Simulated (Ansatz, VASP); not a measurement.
# One calculation of B12Ru, two programs

Contents of INCAR:

```
SYSTEM = B12Ru
ALGO = Normal
EDIFF = 1E-6
EDIFFG = -0.04
ENCUT = 600
GGA = PE
IBRION = 2
ISIF = 3
ISMEAR = 0
LASPH = .True.
LCHARG = .False.
LREAL = .False.
LWAVE = .False.
NELM = 100
NSW = 90
PREC = Accurate
SIGMA = 0.1
```

File KPOINTS:

```
k-points
0
Gamma
  4 4 4
  0 0 0
```

File POSCAR:

```
B12Ru
1.0
    4.5841697200      0.0000000000      0.0000000000
    0.0000000000      4.5841697200      0.0000000000
    0.0000000000      0.0000000000      4.5841697200
B Ru
12 1
Direct
    0.5000000000      0.8576126400      0.8576126400
    0.5000000000      0.1423873600      0.8576126400
    0.5000000000      0.8576126400      0.1423873600
    0.5000000000      0.1423873600      0.1423873600
    0.8576126400      0.5000000000      0.8576126400
    0.8576126400      0.5000000000      0.1423873600
    0.1423873600      0.5000000000      0.8576126400
    0.1423873600      0.5000000000      0.1423873600
    0.8576126400      0.8576126400      0.5000000000
    0.1423873600      0.8576126400      0.5000000000
    0.8576126400      0.1423873600      0.5000000000
    0.1423873600      0.1423873600      0.5000000000
    0.0000000000      0.0000000000      0.0000000000
```

Input for Ansatz:

```yaml
crystal:
  lattice:
    - [4.58416972, 0.0, 0.0]
    - [0.0, 4.58416972, 0.0]
    - [0.0, 0.0, 4.58416972]
  atoms:
    - { symbol: B, position: [0.5, 0.85761264, 0.85761264] }
    - { symbol: B, position: [0.5, 0.14238736, 0.85761264] }
    - { symbol: B, position: [0.5, 0.85761264, 0.14238736] }
    - { symbol: B, position: [0.5, 0.14238736, 0.14238736] }
    - { symbol: B, position: [0.85761264, 0.5, 0.85761264] }
    - { symbol: B, position: [0.85761264, 0.5, 0.14238736] }
    - { symbol: B, position: [0.14238736, 0.5, 0.85761264] }
    - { symbol: B, position: [0.14238736, 0.5, 0.14238736] }
    - { symbol: B, position: [0.85761264, 0.85761264, 0.5] }
    - { symbol: B, position: [0.14238736, 0.85761264, 0.5] }
    - { symbol: B, position: [0.85761264, 0.14238736, 0.5] }
    - { symbol: B, position: [0.14238736, 0.14238736, 0.5] }
    - { symbol: Ru, position: [0.0, 0.0, 0.0] }
basis:
  ecutwfc: 420
kpoints:
  mp_grid: { grid: [4, 4, 4] }
hamiltonian:
  xc: pbe
scf:
  occupations: { method: gaussian, width: 0.1 }
  lower_state_search: "off"
output:
  forces: true
  stress: true
  eigenvalues: true
relax:
  adjacent_minimum: "off"
  f_tol: 0.04
  max_steps: 70
  cell: { stress_tol: 0.4 }
```

Alike in both runs: task relaxation of cell and atoms; functional PBE; k mesh 4 × 4 × 4; occupations gaussian, width 0.1 eV; no spin polarisation.

```csv
,VASP,Ansatz
version,VASP 6.6.1,Ansatz 0.2.0
potentials or method,"VASP PAW PBE potentials, release 64 (B, Ru_pv)","scalar-relativistic, plane waves, PAW"
plane-wave cutoff (eV),600,420
valence electrons in the cell,50,52
```

|  | VASP | Ansatz | Ansatz less VASP |
| --- | --- | --- | --- |
| gap on the k mesh at the Fermi level, each at its own relaxed structure (eV) | none | none | - |
| relaxed volume (Å³/atom) | 6.96 | 6.96 | +0.002 |
| relaxed cell length with the largest relative difference (Å) | 4.489 | 4.490 | +0.0004 |
| energy change over the relaxation (meV/atom) | -2517 | -2499 | +18.3 |

A gap of «none» marks a metal or a gap that the smearing closes. The two sets of potentials don't hold the same shells in valence.
